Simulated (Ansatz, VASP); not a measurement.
## ZrB2: VASP beside Ansatz

One calculation is typed for both programs; each brings its own data sets and cutoff. How far apart do they land? The cell is taken from a series of VASP runs on this material, whose earlier steps may have relaxed, scaled or displaced it; both programs get it as it stands.

Calculated with Ansatz 0.2.0; plane waves, with VASP 6.6.1 beside it; relaxation of cell and atoms at PBEsol.

### 1. Set-up

Symmetry: P6/mmm, No. 191, hexagonal system. The conventional cell has a = 3.170 Å, b = 3.170 Å, c = 3.533 Å, α = 90.00°, β = 90.00°, γ = 120.00°. Nearest to Zr lie 12 B at 2.54 Å. Nearest to B lie 3 B at 1.83 Å and 6 Zr at 2.54 Å. Farther neighbours are not listed.

As a file:

```cif
data_structure
_symmetry_space_group_name_H-M 'P6/mmm'
_symmetry_Int_Tables_number 191
_cell_length_a 3.1700
_cell_length_b 3.1700
_cell_length_c 3.5330
_cell_angle_alpha 90.000
_cell_angle_beta 90.000
_cell_angle_gamma 120.000
_cell_volume 30.75
loop_
_atom_site_label
_atom_site_type_symbol
_atom_site_symmetry_multiplicity
_atom_site_Wyckoff_symbol
_atom_site_fract_x
_atom_site_fract_y
_atom_site_fract_z
_atom_site_occupancy
Zr1 Zr 1 a 0.00000 0.00000 0.00000 1
B1 B 2 d 0.66667 0.33333 0.50000 1
```

### 2. Ansatz: relaxation of cell and atoms, PBEsol

Ansatz runs on its default PAW (the set named soft_2) files.

The relaxed volume is the usual yardstick between codes: its relative difference is about their pressure difference at one cell divided by the bulk modulus.

input.yaml reads:

```yaml
crystal:
  lattice:
    - [3.17, 0.0, 0.0]
    - [-1.585, 2.74530053, 0.0]
    - [0.0, 0.0, 3.533]
  atoms:
    - { symbol: Zr, position: [0.0, 0.0, 0.0] }
    - { symbol: B, position: [0.6666666667, 0.3333333333, 0.5] }
    - { symbol: B, position: [0.3333333333, 0.6666666667, 0.5] }
hamiltonian:
  xc: pbesol
  pseudopotentials: { kind: paw }
kpoints:
  mp_grid: { grid: [10, 10, 8] }
scf:
  occupations: { method: methfessel_paxton, width: 0.1 }
relax:
  f_tol: 0.01
  max_steps: 60
  cell: { stress_tol: 0.05 }
output:
  forces: true
  stress: true
```

On the command line:

```bash
$ ansatz run input.yaml --threads 4 --pin off --max-ram 9216MiB --backend cpu --events-out ev --progress --plain --runs-dir out
```

Numbers of over 12 decimals in the logs are rounded to 6 here.

The log of the run:

```text
Engine: ansatz 0.2.0, aarch64-unknown-linux-gnu
Pseudopotentials: kind: paw
Pseudopotential: Zr, paw, valence charge 12, recommended cutoff 420 eV (normal), Zr.paw.azcp
Pseudopotential: B, paw, valence charge 3, recommended cutoff 420 eV (normal), B.paw.azcp
Functional definition: PBEsol
  exchange = pbesol_x
  correlation = pbesol_c
Crystal: 3 atoms, lattice volume = 30.746 Å³
Basis set: ecut = 420 eV, 575 PW (Γ), exchange–correlation on 48×48×48 points (8 copies of the dense FFT grid, shifted against one another)
Bands: 13, of which v1, the nominal top of the filled ones, is band 9 counted from 1 (8 counted from 0)
Symmetry: 24 space group operations
Space group: P6/mmm (ITA 191), of the structure as read, at distance tolerance 3.1e-5 Å
k-points: 70 of 800
Non-local potential: Zr, projectors of the file, l = 0: 3, l = 1: 2, l = 2: 2, l = 3: 2
Non-local potential: B, projectors of the file, l = 0: 2, l = 1: 2, l = 2: 1
PAW form: soft (Blöchl's): semilocal exchange-correlation on the pseudo side does not see the compensation charge
PAW frozen core: Zr, regenerated for the run's functional, and the local potential with it (the file was generated under x = pbe(κ = 0.804, μ = 0.219515), c = pbe(β = 0.066725))
PAW frozen core: B, regenerated for the run's functional, and the local potential with it (the file was generated under x = pbe(κ = 0.804, μ = 0.219515), c = pbe(β = 0.066725))
PAW one-centre angular grid: Zr, 590 points (default); XC on 64 Gauss nodes
PAW one-centre angular grid: B, 110 points (default); XC on 64 Gauss nodes
Initial density: superposition of atomic densities (neutral atoms: chi_scale 0, normalization atom), corrected by the library's trained network
Initial wavefunctions: pseudopotential atomic-orbital guess
Functional: x = pbesol(κ = 0.804, μ = 0.123457), c = pbesol(β = 0.046)
SCF iter   1: F=—  HF=-4437.213392 eV  |F-HF|=—  |Δ(HF+E_count)|=         —  Δρ=4.94e-3  dr2=1.14e-2  ethr=1.77e-3  ⟨swp⟩=4.8  Hψ=4449  notcnv=0
preconditioner: auto → none  [insulator: Δε(μ)=0.190 eV  Ē_g=8.806 eV  σ=0.100 eV  W_gap=0.65  n_scr=8 (ndim 8)  ℏωp=21.2 eV  f_vac=0.000  D(μ)=0.45/eV (n_scr^D=0)  ε∞_Penn≈6.8]
SCF iter   2: F=—  HF=-4437.210203 eV  |F-HF|=—  |Δ(HF+E_count)|=   3.19e-3  S|Δr|=    0.00e0  Δρ=1.73e-3  dr2=1.16e-3  ethr=6.32e-5  ⟨swp⟩=1.0  Hψ=1470  notcnv=0
SCF iter   3: F=—  HF=-4437.209907 eV  |F-HF|=—  |Δ(HF+E_count)|=   2.95e-4  S|Δr|=    0.00e0  Δρ=2.64e-4  dr2=6.43e-6  ethr=6.47e-6  ⟨swp⟩=2.0  Hψ=1242  notcnv=0
SCF iter   4: F=—  HF=-4437.209923 eV  |F-HF|=—  |Δ(HF+E_count)|=   1.63e-5  S|Δr|=    0.00e0  Δρ=8.56e-5  dr2=6.44e-7  ethr=3.57e-8  ⟨swp⟩=2.1  Hψ=1509  notcnv=0
SCF iter   5: F=-4437.209924 eV  HF=-4437.209924 eV  |F-HF|=2.90e-9  |Δ(HF+E_count)|=   3.36e-7  S|Δr|=    0.00e0  Δρ=3.69e-6  dr2=4.55e-9  ethr=5.56e-10  ⟨swp⟩=4.0  Hψ=3065  notcnv=0
SCF 1 converged in 5 iterations: F = -4437.209924 eV  dr2 = 4.55e-9
  greatest PAW one-centre occupation: 0.996 electrons in one spin orbital (limit 2), on the Zr atom at site 0 (counted from 0), in its partial waves of l = 0
relax step   1: F+E_penalty+E_count = -4437.20992377 eV  Δ(F+E_penalty+E_count) = +0.000e0 eV  max|allowed force component| = 7.401e-17 eV/Å  Δτ_max = 0.0000 Å  P = -4.072 GPa  Ω = 30.746 Å³  (5 SCF iters, dr2 threshold 1.00e-7 eV, accepted)
[...]
relax step   2: F+E_penalty+E_count = -4437.21461185 eV  Δ(F+E_penalty+E_count) = -4.688e-3 eV  max|allowed force component| = 1.419e-16 eV/Å  Δτ_max = 0.0000 Å  P = +1.937 GPa  Ω = 29.995 Å³  energy of the carried Pulay correction = +8.904e-4 eV  (5 SCF iters, dr2 threshold 3.00e-7 eV, accepted)
[...]
relax step   3: F+E_penalty+E_count = -4437.21695957 eV  Δ(F+E_penalty+E_count) = -2.348e-3 eV  max|allowed force component| = 6.168e-17 eV/Å  Δτ_max = 0.0000 Å  P = +0.171 GPa  Ω = 30.219 Å³  energy of the carried Pulay correction = +6.125e-4 eV  (4 SCF iters, dr2 threshold 3.00e-7 eV, accepted)
[...]
relax step   4: F+E_penalty+E_count = -4437.21710203 eV  Δ(F+E_penalty+E_count) = -1.425e-4 eV  max|allowed force component| = 1.604e-16 eV/Å  Δτ_max = 0.0000 Å  P = -0.064 GPa  Ω = 30.242 Å³  energy of the carried Pulay correction = +5.884e-4 eV  (3 SCF iters, dr2 threshold 3.00e-7 eV, accepted)
[...]
relax step   5: F+E_penalty+E_count = -4437.21711268 eV  Δ(F+E_penalty+E_count) = -1.065e-5 eV  max|allowed force component| = 2.529e-16 eV/Å  Δτ_max = 0.0000 Å  P = -0.000 GPa  Ω = 30.235 Å³  energy of the carried Pulay correction = +5.970e-4 eV  (3 SCF iters, dr2 threshold 1.76e-8 eV, accepted)
[...]
relax step   6: F+E_penalty+E_count = -4437.21658193 eV  Δ(F+E_penalty+E_count) = +5.307e-4 eV  max|allowed force component| = 2.899e-16 eV/Å  Δτ_max = 0.0000 Å  P = -0.021 GPa  Ω = 30.235 Å³  stress off target by 2.44e-2 GPa  SCF on the basis re-selected at this cell (its energy is not comparable with the rows above)  (4 SCF iters)
basis re-selected at this cell: Δ(F+E_penalty+E_count) = +5.307e-4 eV, ΔP = -0.020 GPa vs the last step (what re-selecting the basis moved, of the pressure what is left beyond the Pulay correction that the steps carried, after the strain that the cell walked since its last selection, with what the two solves' SCF thresholds leave and, on support functions, any second-order correction that the steps lacked; it is no m [...]
SCF converged after 4 iterations
Stability not checked: this state was not tested for a lower state beside it, because cold or Methfessel-Paxton smearing, or corrected tetrahedra, fill the levels in a way that the test cannot read (fill_not_monotonic; see scf.lower_state_search)
Free energy (F): -4437.216582 eV
Harris-Foulkes:  -4437.216582 eV  (|F-HF|=3.64e-12)
Internal energy: -4437.216320 eV  (E = F + TS)
E sigma→0 (E₀):  -4437.216517 eV
Entropy (-TS):   -0.000262 eV (-0.087 meV/atom)
Fermi energy:    15.837466 eV
--- Per-component energies (eV) ---
  E_band       = -21.173454
  E_kinetic    = 436.331727
  E_local      = -549.514975  (includes V_loc(G=0)·N_el)
  E_nonlocal   = 102.322773
  E_hartree    = 173.792542
  E_xc         = -227.979131
  E_vxc        = -271.255991  (∫ρ·V_xc dr)
  E_paw        = -3050.799562  (= ΣΔE_a)
  E_vpaw       = -86.642043  (= ΣTr[D̂ρ^β])
  E_aug_tail   = 0.000016  (compensation charges beyond the density's cutoff)
  E_ewald      = -1321.564854
  E_core_change = 0.195142  (= ΣΔE_core)
  E_smearing   = -0.000262  (= −TS)
  E_closure    = 0.000000  (closes the sum)
  Σ components = -4437.216582   (vs F -4437.216582, Δ=0.00e0)
--- Forces (eV/Å), atoms counted from 1 ---
  atom   1  Zr     0.00000000     0.00000000     0.00000000
  atom   2  B     -0.00000000     0.00000000     0.00000000
  atom   3  B     -0.00000000    -0.00000000    -0.00000000
  max |Σ_I F_I| component: 1.11e-16 eV/Å
--- Stress (GPa, compression-positive) ---
       -0.018987       0.000000      -0.000000
        0.000000      -0.018987      -0.000000
       -0.000000      -0.000000      -0.024416
  P = ⅓ Tr σ = -0.0208 GPa (-0.208 kbar)
--- Relaxed structure (5 steps of the walk, 5 accepted, 1 SCFs on fresh bases) ---
  F+E_penalty+E_count = -4437.21658193 eV   max|allowed force component| = 2.899e-16 eV/Å   (the final SCF, on the basis selected at the relaxed cell)
  cell:  # Å, volume = 30.2347 Å³
    - [3.153405, 0.0, 0.0]
    - [-1.576702, 2.730929, 0.0]
    - [0.0, 0.0, 3.510882]
  atoms:
    - { symbol: Zr, position: [0, 0, 0.0] }
    - { symbol: B, position: [0.666667, 0.333333, 0.5] }
    - { symbol: B, position: [0.333333, 0.666667, 0.5] }
```

Wall time 2.5 s (4 threads of Arm Neoverse V1, shared host); peak memory 0.34 GiB; 8.4 s of CPU time.

### 3. VASP: relaxation of cell and atoms, PBEsol

The same cell, functional, mesh and smearing now go to VASP, with its own data sets and cutoff.

Lines of VASP's logs that name or quote its potential files are left out, and so is its time.

INCAR reads:

```
SYSTEM = ZrB2
PREC = Accurate
ENCUT = 450
EDIFF = 1E-06
NELM = 100
ISMEAR = 1
SIGMA = 0.1
LREAL = .FALSE.
ALGO = Normal
GGA = PS
NBANDS = 15
LORBIT = 11
LWAVE = .FALSE.
LCHARG = .FALSE.
KPAR = 2
IBRION = 2
NSW = 50
ISIF = 3
EDIFFG = -0.01
```

POSCAR reads:

```
ZrB2
1.0
    3.1700000000      0.0000000000      0.0000000000
   -1.5850000000      2.7453005300      0.0000000000
    0.0000000000      0.0000000000      3.5330000000
Zr B
1 2
Direct
    0.0000000000      0.0000000000      0.0000000000
    0.6666666667      0.3333333333      0.5000000000
    0.3333333333      0.6666666667      0.5000000000
```

KPOINTS reads:

```
Automatic mesh
0
Gamma
10 10 8
0 0 0
```

The projector-augmented-wave data sets are Zr_sv and B (PBE family, release 64).

On the command line:

```bash
$ mpirun -np 2 vasp_std
```

The log of the run:

```text
[banner, memory and clock lines left out]
running    2 mpi-ranks, on    1 nodes
 distrk:  each k-point on    1 cores,    2 groups
 distr:  one band on    1 cores,    1 groups

 POSCAR found type information on POSCAR ZrB
 POSCAR found :  2 types and       3 ions
|                                                                             |
|               ----> ADVICE to this user running VASP <----                  |
|                                                                             |
|     You enforced a specific xc type in the INCAR file but a different       |
|     [... a line on the potential file left out ...]
|     I HOPE YOU KNOW WHAT YOU ARE DOING!                                     |
|                                                                             |

 LDA part: xc-table for (Slater+PW92), standard interpolation
 POSCAR, INCAR and KPOINTS ok, starting setup
 FFT: planning ... GRIDC
 FFT: planning ... GRID_SOFT
 FFT: planning ... GRID
 WAVECAR not read
 entering main loop
       N       E                     dE             d eps       ncg     rms          rms(c)
DAV:   1     0.904756816853E+02    0.90476E+02   -0.90992E+03  2100   0.108E+03
DAV:   2    -0.251774122662E+02   -0.11565E+03   -0.11144E+03  2646   0.285E+02
DAV:   3    -0.288856123146E+02   -0.37082E+01   -0.36913E+01  3385   0.441E+01
DAV:   4    -0.289429039688E+02   -0.57292E-01   -0.57263E-01  2388   0.507E+00
DAV:   5    -0.289443743684E+02   -0.14704E-02   -0.14704E-02  3254   0.557E-01    0.222E+01
DAV:   6    -0.264423929959E+02    0.25020E+01   -0.59109E+00  2614   0.167E+01    0.913E+00
DAV:   7    -0.263962862866E+02    0.46107E-01   -0.67949E-01  3103   0.522E+00    0.324E+00
DAV:   8    -0.263958947255E+02    0.39156E-03   -0.93720E-02  2538   0.258E+00    0.498E-01
DAV:   9    -0.263924876249E+02    0.34071E-02   -0.18304E-02  2669   0.103E+00    0.185E-01
DAV:  10    -0.263922481285E+02    0.23950E-03   -0.12015E-03  2501   0.327E-01    0.396E-02
DAV:  11    -0.263922521419E+02   -0.40135E-05   -0.61966E-05  2985   0.729E-02    0.104E-02
DAV:  12    -0.263922506078E+02    0.15341E-05   -0.24619E-06  2268   0.114E-02    0.481E-03
DAV:  13    -0.263922504306E+02    0.17727E-06   -0.47997E-07  1246   0.595E-03
   1 F= -.26392250E+02 E0= -.26392166E+02  d E =-.263923E+02
[...]
2 F= -.26388924E+02 E0= -.26388833E+02  d E =0.332609E-02
[...]
3 F= -.26397602E+02 E0= -.26397514E+02  d E =-.535139E-02
[...]
4 F= -.26397600E+02 E0= -.26397512E+02  d E =-.534944E-02
 curvature:  -0.21 expect dE=-0.103E-04 dE for cont linesearch -0.741E-06
 ZBRENT: accuracy reached
 trial: gam= 0.01405 g(F)=  0.335E-50 g(S)=  0.482E-04 ort =-0.288E-03 (trialstep = 0.890E+00)
 search vector abs. value=  0.449E-04
 bond charge predicted
       N       E                     dE             d eps       ncg     rms          rms(c)
DAV:   1    -0.263976600922E+02   -0.60611E-04   -0.27677E-03  2212   0.464E-01    0.401E-02
DAV:   2    -0.263976303997E+02    0.29693E-04   -0.53621E-05  2422   0.594E-02    0.209E-02
DAV:   3    -0.263976197189E+02    0.10681E-04   -0.26140E-05  2639   0.411E-02    0.343E-03
DAV:   4    -0.263976198092E+02   -0.90357E-07   -0.52625E-07  1477   0.609E-03
   5 F= -.26397620E+02 E0= -.26397533E+02  d E =-.199369E-04
 trial-energy change:   -0.000020  1 .order   -0.000020   -0.000039   -0.000001
 step:   0.9193(harm=  0.9193)  dis= 0.00000  next Energy=   -26.397620 (dE=-0.203E-04)
 reached required accuracy - stopping structural energy minimisation
```

OUTCAR, selected parts (step 3):

```text
ion  position               nearest neighbor table
   1  0.000  0.000  0.000-   2 2.54   3 2.54   2 2.54   3 2.54   2 2.54   2 2.54   3 2.54   3 2.54
                             2 2.54   2 2.54   3 2.54   3 2.54
   2  0.667  0.333  0.500-   3 1.83   3 1.83   3 1.83   1 2.54   1 2.54   1 2.54   1 2.54   1 2.54
                             1 2.54
   3  0.333  0.667  0.500-   2 1.83   2 1.83   2 1.83   1 2.54   1 2.54   1 2.54   1 2.54   1 2.54
                             1 2.54

  LATTYP: Found a hexagonal cell.
 ALAT       =     3.1700000000
 C/A-ratio  =     1.1145110410

 Subroutine GETGRP returns: Found 24 space group operations
 (whereof 24 operations were pure point group operations)

The static configuration has the point symmetry D_6h.

 Found     70 irreducible k-points:

   k-points           NKPTS =     70   k-points in BZ     NKDIM =     70   number of bands    NBANDS=     15

   dimension x,y,z NGX =    24 NGY =   24 NGZ =   24
   dimension x,y,z NGXF=    48 NGYF=   48 NGZF=   48

   ENCUT  =  450.0 eV  33.07 Ry    5.75 a.u.   5.48  5.48  6.11*2*pi/ulx,y,z

   NELECT =      18.0000    total number of electrons

 k-points in reciprocal lattice and weights: Automatic mesh
   0.00000000  0.00000000  0.00000000       0.001
   0.10000000 -0.00000000  0.00000000       0.007
   0.20000000 -0.00000000  0.00000000       0.007
   0.30000000  0.00000000  0.00000000       0.007
   0.40000000  0.00000000  0.00000000       0.007
   0.50000000  0.00000000  0.00000000       0.004
   0.10000000  0.10000000  0.00000000       0.007
   0.20000000  0.10000000  0.00000000       0.015
   0.30000000  0.10000000  0.00000000       0.015
[...]
0.40000000  0.20000000  0.50000000       0.007
   0.30000000  0.30000000  0.50000000       0.007

 average (electrostatic) potential at core
       1 -72.3547       2 -21.9116       3 -21.9116

 E-fermi :  10.4687

 k-point     1 :       0.0000    0.0000    0.0000
  band No.  band energies     occupation
    ...
      5      -2.1667      2.00000
      6       7.9404      2.00000
      7       7.9404      2.00000
      8       7.9433      2.00000
      9       8.2927      2.00000
     10      14.0612      0.00000
     11      14.0612      0.00000
     12      14.8797      0.00000
     13      14.8797      0.00000
     14      15.5997      0.00000
    ...

 k-point     2 :       0.1000   -0.0000    0.0000
  band No.  band energies     occupation
    ...
      5      -1.9635      2.00000
      6       7.3747      2.00000
      7       7.9489      2.00000
      8       8.0646      2.00000
      9       8.1345      2.00000
     10      13.8190      0.00000
     11      13.9339      0.00000
     12      14.2381      0.00000
     13      14.3744      0.00000
     14      16.4354      0.00000
    ...

 k-point     3 :       0.2000   -0.0000    0.0000
  band No.  band energies     occupation
    ...
      5      -1.3883      2.00000
      6       6.1236      2.00000
      7       7.5705      2.00000
      8       7.9124      2.00000
      9       8.4866      2.00000
     10      12.8466      0.00000
     11      13.6245      0.00000
     12      13.9857      0.00000
     13      14.6013      0.00000
     14      16.9661      0.00000
    ...

  Total        0.0136766      0.0136766      0.0104914      0.0000000     -0.0000000     -0.0000000
  in kB        0.7237568      0.7237568      0.5551998      0.0000000     -0.0000000     -0.0000000
  external PRESSURE =       0.6675711 kB  Pullay stress =       0.0000000 kB

  energy-cutoff  :      450.00
  volume of cell :       30.28
      direct lattice vectors                 reciprocal lattice vectors
     3.154753843 -0.000000000 -0.000000000     0.316981942  0.183009610  0.000000000
    -1.577376921  2.732096970  0.000000000    -0.000000000  0.366019219 -0.000000000
    -0.000000000  0.000000000  3.512645470     0.000000000 -0.000000000  0.284685719

 POSITION                                       TOTAL-FORCE (eV/Angst)
 -----------------------------------------------------------------------------------
      0.00000      0.00000     -0.00000        -0.000000      0.000000      0.000000
      1.57738      0.91070      1.75632         0.000000     -0.000000      0.000000
     -0.00000      1.82140      1.75632        -0.000000      0.000000     -0.000000
 -----------------------------------------------------------------------------------
    total drift:                               -0.000000      0.000000      0.000000

  FREE ENERGIE OF THE ION-ELECTRON SYSTEM (eV)
  ---------------------------------------------------
  free  energy   TOTEN  =       -26.3976198092 eV

  energy  without entropy=      -26.3973586265  energy(sigma->0) =      -26.39753275

 reached required accuracy - stopping structural energy minimisation

 total charge
# of ion       s       p       d       tot
------------------------------------------
    1        2.174   6.032   1.802  10.007
    2        0.665   1.248   0.000   1.913
    3        0.665   1.248   0.000   1.913
--------------------------------------------------
tot          3.503   8.529   1.802  13.834

[... 3 further parts left out ...]
```

The run keeps the 24 symmetry operations of its start, so it cannot find a distortion of lower symmetry.

### 4. Comparison

Known differences besides the potentials themselves: both relaxations stop at a tolerance, which leaves soft axes loose, and VASP keeps its plane-wave basis; the cutoff is 420 eV in Ansatz and 450 eV in VASP; Ansatz makes its cores anew for this functional, VASP keeps those of its PBE data sets; VASP leaves aspherical gradient terms in its spheres out (LASPH is not set), Ansatz keeps them; Ansatz adds a Pulay correction to the stress that steers its cell, VASP none. Total energies have different zeros and are not compared.

Compared:

```
                                         quantity  Ansatz   VASP  difference
                                      volume (Å³)   30.23  30.28     -0.14 %
edge a after relaxation, in the typed setting (Å)   3.153  3.155     -0.04 %
edge c after relaxation, in the typed setting (Å)   3.511  3.513     -0.05 %
```

The walks stopped with -0.02 GPa left in Ansatz and 0.07 GPa in VASP; each walk ends within a tolerance, so the volume difference is uncertain by about these residues over the bulk modulus, most in soft cells.

### 5. Summary of results

* difference in volume (relaxation of cell and atoms, PBEsol): -0.14 %

In words: The difference in volume is -0.14 % (relaxation of cell and atoms, PBEsol), within the 1.2 % picked in this series as the mark of a large difference, as far as the stopping tolerances let one tell. Such differences can come from data sets, numerical settings and the points named under the comparisons, not from the functional's error against experiment.

[Lines on the potential files, build, host, timing and source positions are cut from VASP's logs without a mark.]

[Logs are printed without paths, hosts, clocks, repeated set-up lines and the standing remarks that a program may print on its own settings, such as how far it seeks lower states.]

[Hosts, paths, dates, database ids (printed as entryN), source tags and the programs' standing remarks are cut or masked in the printed files.]
